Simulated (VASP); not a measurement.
Output of a VASP run:

File OSZICAR:
```
       N       E                     dE             d eps       ncg     rms          rms(c)
DAV:   1     0.276393251160E+02    0.27639E+02   -0.56681E+03   894   0.113E+03
DAV:   2    -0.930919706503E+01   -0.36949E+02   -0.36163E+02   969   0.195E+02
DAV:   3    -0.101424615688E+02   -0.83326E+00   -0.83198E+00  1086   0.289E+01
DAV:   4    -0.101518160292E+02   -0.93545E-02   -0.93521E-02  1143   0.293E+00
DAV:   5    -0.101519057115E+02   -0.89682E-04   -0.89681E-04  1146   0.179E-01    0.456E+00
DAV:   6    -0.975872298177E+01    0.39318E+00   -0.72491E-01   873   0.658E+00    0.237E+00
DAV:   7    -0.962837954701E+01    0.13034E+00   -0.83731E-01   879   0.703E+00    0.121E+00
DAV:   8    -0.963847090050E+01   -0.10091E-01   -0.45292E-02  1105   0.232E+00    0.295E-01
DAV:   9    -0.963740371474E+01    0.10672E-02   -0.14093E-02  1101   0.964E-01    0.850E-02
DAV:  10    -0.963758250427E+01   -0.17879E-03   -0.35004E-04   879   0.226E-01    0.451E-02
DAV:  11    -0.963760117253E+01   -0.18668E-04   -0.12437E-04  1115   0.122E-01    0.380E-03
DAV:  12    -0.963760189170E+01   -0.71917E-06   -0.71963E-07   959   0.101E-02
   1 F= -.96376019E+01 E0= -.96376019E+01  d E =-.129965E-18
```

File OUTCAR:
```
------------------------ aborting loop because EDIFF is reached ----------------------------------------
  FORCE on cell =-STRESS in cart. coord.  units (eV):
  Direction    XX          YY          ZZ          XY          YZ          ZX
  --------------------------------------------------------------------------------------
  Total       -0.2573938     -0.2573938     -0.2573938      0.0000000      0.0000000      0.0000000
  in kB      -23.7494226    -23.7494226    -23.7494226      0.0000000      0.0000000      0.0000000
  external PRESSURE =     -23.7494226 kB  Pullay stress =       0.0000000 kB
  volume of cell :       17.36
      direct lattice vectors                 reciprocal lattice vectors
     0.000000000  2.055300000  2.055300000    -0.243273488  0.243273488  0.243273488
     2.055300000  0.000000000  2.055300000     0.243273488 -0.243273488  0.243273488
     2.055300000  2.055300000  0.000000000     0.243273488  0.243273488 -0.243273488
  FREE ENERGIE OF THE ION-ELECTRON SYSTEM (eV)
  ---------------------------------------------------
  free  energy   TOTEN  =        -9.6376018917 eV

  energy  without entropy=       -9.6376018917  energy(sigma->0) =       -9.63760189
```
(Selected blocks of OUTCAR.)

**POSCAR**
```
LiF
1
    0.0000000000     2.0553000000     2.0553000000
    2.0553000000     0.0000000000     2.0553000000
    2.0553000000     2.0553000000     0.0000000000
Li F
1 1
Direct
  0.0000000000   0.0000000000   0.0000000000
  0.5000000000   0.5000000000   0.5000000000
```

Task: Reconstruct the remaining input files.

Result: One answer among several that fit: the input of the run itself, PBE GGA, plane waves, VASP's PBE PAW potentials (set 64).

### KPOINTS
```
Automatic mesh
0
Gamma
10 10 10
0 0 0
```

INCAR:
```
# general
SYSTEM  =  LiF
PREC    =  Accurate
ENCUT   =  520   # plane-wave cut-off (eV)
LREAL   =  .False.
LASPH   =  .True.

# electronic loop
EDIFF   =  1E-6   # SCF stop (eV)
NELM    =  100   # most electronic steps
ALGO    =  Normal   # blocked Davidson
IMIX    =  4
AMIX    =  0.2
BMIX    =  1.0

# smearing
ISMEAR  =  0   # Gaussian
SIGMA   =  0.05

# functional
GGA     =  PE   # PBE

# ions
ISIF    =  2

# output
LWAVE   =  .False.
LCHARG  =  .False.
```

POTCAR, in this order: Li_sv F (PBE.64 set). Program: vasp_std.

The compound is LiF in the rock salt structure. The cell was not relaxed at this level. The run is one of a series of settings (AMIX = 0.2, BMIX = 1.0, IMIX = 4 against the base run), some of them coarse on purpose.
